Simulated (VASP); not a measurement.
Computed with vdW-DF2, VASP's PBE PAW potentials (set 64) (plane waves; VASP).

VASP ran on this input.

**POSCAR**
```
PbO2
1
    4.9936779014     0.0000000000     0.0000000000
    0.0000000000     4.9936779014     0.0000000000
    0.0000000000     0.0000000000     3.4168354435
Pb O
2 4
Direct
  1.0000000000   0.0000000000   0.0000000000
  0.5000000000   0.5000000000   0.5000000000
  0.3074101816   0.3074101816   1.0000000000
  0.8074101816   0.1925898184   0.5000000000
  0.1925898184   0.8074101816   0.5000000000
  0.6925898184   0.6925898184   0.0000000000
```

### INCAR
```
LWAVE  =  .FALSE.
PREC  =  Accurate
LMAXMIX  =  4
SIGMA  =  0.05
IBRION  =  2   ! conjugate gradients
EDIFF  =  1E-6   ! SCF stop (eV)
NSW  =  60
SYSTEM  =  PbO2
EDIFFG  =  -0.02   ! ionic stop
ALGO  =  Normal   ! blocked Davidson
AGGAC  =  0.0
ENCUT  =  520   ! plane-wave cut-off (eV)
ZAB_VDW  =  -1.8867
LREAL  =  .FALSE.
LASPH  =  .TRUE.
GGA  =  ML
ISIF  =  3
ISMEAR  =  0
LUSE_VDW  =  .TRUE.
LCHARG  =  .FALSE.
NELM  =  100
```

KPOINTS:
```
Automatic mesh
0
Gamma
4 4 6
0 0 0
```

POTCAR, in this order: Pb_d O (PBE.64 set). Program: vasp_std.

Energy and stress use the plane-wave basis of the starting cell.

### Question
What does the run give for the energy per atom (σ→0), volume per atom?

### Answer

energy per atom (σ→0): -3091 meV/atom
volume per atom: 15.73 Å^3/atom

**OSZICAR**
```
...
DAV:   1    -0.185461009023E+02   -0.10755E-02   -0.47243E-01  1512   0.520E+00    0.247E-01
DAV:   2    -0.185461797731E+02   -0.78871E-04   -0.18679E-02  1828   0.112E+00    0.128E-01
DAV:   3    -0.185456588504E+02    0.52092E-03   -0.11308E-03  2119   0.484E-01    0.473E-02
DAV:   4    -0.185456037265E+02    0.55124E-04   -0.27794E-04  2301   0.184E-01    0.136E-02
DAV:   5    -0.185456010027E+02    0.27238E-05   -0.33901E-05  2114   0.565E-02    0.658E-03
DAV:   6    -0.185455991490E+02    0.18537E-05   -0.16261E-06  1152   0.170E-02    0.226E-03
DAV:   7    -0.185455990588E+02    0.90203E-07   -0.77023E-07   863   0.134E-02
   6 F= -.18545599E+02 E0= -.18545543E+02  d E =-.219058E-02
```

The compound is PbO2 in the rutile structure. This run relaxes it. Symmetry was kept, so distortions that lower it aren't found. The start is the result of an earlier pass.
